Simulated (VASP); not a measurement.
Output of a VASP run:

**OUTCAR**
```
 ion  position               nearest neighbor table
   1  0.333  0.667  0.250-   2 2.79   2 2.79   2 2.79   2 2.79   2 2.79   2 2.79
   2  0.667  0.333  0.750-   1 2.79   1 2.79   1 2.79   1 2.79   1 2.79   1 2.79
  LATTYP: Found a hexagonal cell.
 ALAT       =     2.6570141826
 C/A-ratio  =     1.7577194011
 Subroutine PRICEL returns:
 Original cell was already a primitive cell.
 Subroutine GETGRP returns: Found 24 space group operations
The static configuration has the point symmetry D_3d.
 The point group associated with its full space group is D_6h.
The dynamic configuration has the point symmetry D_3d.
 Subroutine INISYM returns: Found 24 space group operations
 Subroutine IBZKPT returns following result:
 Found     96 irreducible k-points:

 Following reciprocal coordinates:
            Coordinates               Weight
  0.000000  0.000000  0.000000      1.000000
  0.071429  0.000000  0.000000      6.000000
  0.142857  0.000000  0.000000      6.000000
  0.214286  0.000000  0.000000      6.000000
  0.285714  0.000000  0.000000      6.000000
  0.357143  0.000000  0.000000      6.000000
  0.428571  0.000000  0.000000      6.000000
  0.500000  0.000000  0.000000      3.000000
  0.071429  0.071429  0.000000      6.000000
  0.142857  0.071429  0.000000     12.000000
  0.214286  0.071429  0.000000     12.000000
  0.285714  0.071429  0.000000     12.000000
  0.357143  0.071429  0.000000     12.000000
  0.428571  0.071429  0.000000     12.000000
  0.142857  0.142857  0.000000      6.000000
  0.214286  0.142857  0.000000     12.000000
  0.285714  0.142857  0.000000     12.000000
  0.357143  0.142857  0.000000     12.000000
  0.428571  0.142857  0.000000      6.000000
  0.214286  0.214286  0.000000      6.000000
  0.285714  0.214286  0.000000     12.000000
  0.357143  0.214286  0.000000     12.000000
  0.285714  0.285714  0.000000      6.000000
  0.357143  0.285714  0.000000      6.000000
  0.000000  0.000000  0.142857      2.000000
  0.071429  0.000000  0.142857     12.000000
  0.142857  0.000000  0.142857     12.000000
  0.214286  0.000000  0.142857     12.000000
  0.285714  0.000000  0.142857     12.000000
  0.357143  0.000000  0.142857     12.000000
  0.428571  0.000000  0.142857     12.000000
  0.500000  0.000000  0.142857      6.000000
  0.071429  0.071429  0.142857     12.000000
  0.142857  0.071429  0.142857     24.000000
  0.214286  0.071429  0.142857     24.000000
  0.285714  0.071429  0.142857     24.000000
  0.357143  0.071429  0.142857     24.000000
  0.428571  0.071429  0.142857     24.000000
  0.142857  0.142857  0.142857     12.000000
  0.214286  0.142857  0.142857     24.000000
   k-points           NKPTS =     96   k-points in BZ     NKDIM =     96   number of bands    NBANDS=     16
   number of dos      NEDOS =    301   number of ions     NIONS =      2
   total plane-waves  NPLWV =  14400
   dimension x,y,z NGX =    20 NGY =   20 NGZ =   36
   dimension x,y,z NGXF=    40 NGYF=   40 NGZF=   72
   ions per type =               2
   PREC   = accura    normal or accurate (medium, high low for compatibility)
   ISTART =      0    job   : 0-new  1-cont  2-samecut
   ICHARG =      2    charge: 1-file 2-atom 10-const
   ISPIN  =      1    spin polarized calculation?
   LNONCOLLINEAR =      F non collinear calculations
   LSORBIT =      F    spin-orbit coupling
   INIWAV =      1    electr: 0-lowe 1-rand  2-diag
   ENCUT  =  520.0 eV  38.22 Ry    6.18 a.u.   4.94  4.94  8.68*2*pi/ulx,y,z
   NELM   =    100;   NELMIN=  2; NELMDL= -5     # of ELM steps
   EDIFF  = 0.1E-05   stopping-criterion for ELM
   LREAL  =      F    real-space projection
   NLSPLINE    = F    spline interpolate recip. space projectors
   LMAXMIX     =    4 max onsite mixed and CHGCAR
   VOSKOWN=      0    Vosko Wilk Nusair interpolation
   EDIFFG = -.1E-01   stopping-criterion for IOM
   NSW    =     60    number of steps for IOM
...
```

**OSZICAR**
```
       N       E                     dE             d eps       ncg     rms          rms(c)
DAV:   1     0.100670151850E+03    0.10067E+03   -0.12890E+04  3136   0.241E+03
DAV:   2     0.596640863039E+01   -0.94704E+02   -0.93494E+02  3104   0.302E+02
DAV:   3     0.335860161674E+01   -0.26078E+01   -0.26037E+01  3784   0.619E+01
DAV:   4     0.335120988008E+01   -0.73917E-02   -0.73914E-02  3656   0.331E+00
DAV:   5     0.335119904108E+01   -0.10839E-04   -0.10839E-04  3784   0.104E-01    0.457E+00
DAV:   6     0.359523914029E+01    0.24404E+00   -0.11994E+00  3104   0.250E+01    0.330E+00
DAV:   7     0.360591523959E+01    0.10676E-01   -0.36688E-02  3896   0.360E+00    0.171E+00
DAV:   8     0.361103906958E+01    0.51238E-02   -0.18078E-03  4184   0.723E-01    0.480E-02
DAV:   9     0.361103097857E+01   -0.80910E-05   -0.25293E-04  4416   0.235E-01    0.344E-02
DAV:  10     0.361102453353E+01   -0.64450E-05   -0.21957E-05  3432   0.570E-02    0.365E-03
DAV:  11     0.361102481299E+01    0.27946E-06   -0.17296E-07  2232   0.882E-03
   1 F= 0.36110248E+01 E0= 0.36110294E+01  d E =0.361102E+01
```

OUTCAR:
```
------------------------ aborting loop because EDIFF is reached ----------------------------------------
  FORCE on cell =-STRESS in cart. coord.  units (eV):
  Direction    XX          YY          ZZ          XY          YZ          ZX
  --------------------------------------------------------------------------------------
  Total        0.0052419      0.0052419      0.0124084      0.0000000      0.0000000      0.0000000
  in kB        0.2941294      0.2941295      0.6962476      0.0000000      0.0000000      0.0000000
  external PRESSURE =       0.4281688 kB  Pullay stress =       0.0000000 kB
  volume of cell :       28.55
      direct lattice vectors                 reciprocal lattice vectors
     1.328506908 -2.301041886  0.000000000     0.376362364 -0.217292872  0.000000000
     1.328506908  2.301041886  0.000000000     0.376362364  0.217292872  0.000000000
     0.000000000  0.000000000  4.670285378     0.000000000  0.000000000  0.214119678
 POSITION                                       TOTAL-FORCE (eV/Angst)
 -----------------------------------------------------------------------------------
      1.32851      0.76702      1.16757         0.000000      0.000000      0.000000
      1.32851     -0.76702      3.50271         0.000000     -0.000000      0.000000
 -----------------------------------------------------------------------------------
    total drift:                               -0.000013      0.000070      0.000004
  FREE ENERGIE OF THE ION-ELECTRON SYSTEM (eV)
  ---------------------------------------------------
  free  energy   TOTEN  =         3.6110248130 eV

  energy  without entropy=        3.6110387116  energy(sigma->0) =        3.61102945

 reached required accuracy - stopping structural energy minimisation
```
(Selected blocks of OUTCAR.)

File POSCAR:
```
Zn
1
    1.3285069078    -2.3010418863     0.0000000000
    1.3285069078     2.3010418863     0.0000000000
   -0.0000000000    -0.0000000000     4.6702853779
Zn
2
Direct
  0.3333330000   0.6666670000   0.2500000000
  0.6666670000   0.3333330000   0.7500000000
```

### Question
Reconstruct the remaining input files.

### Answer
One answer among several that fit: the input of the run itself, vdW-DF-cx, plane waves, VASP's PBE PAW potentials (set 64).

INCAR:
```
SYSTEM=Zn
PREC=Accurate; ENCUT=520; LREAL=.FALSE.
LASPH=.TRUE.
EDIFF=1E-6; NELM=100; ALGO=Normal
LMAXMIX=4
ISMEAR=1; SIGMA=0.1
GGA=CX; LUSE_VDW=.TRUE.; AGGAC=0.0
IBRION=2; NSW=60; ISIF=3
EDIFFG=-0.01
LWAVE=.FALSE.; LCHARG=.FALSE.
```

**KPOINTS**
```
Automatic mesh
0
Gamma
14 14 7
0 0 0
```

POTCAR, in this order: Zn (PBE.64 set). Program: vasp_std.

The compound is Zn in the hcp structure. It was relaxed first, which changed the volume by -6 %. The start is the result of an earlier pass.
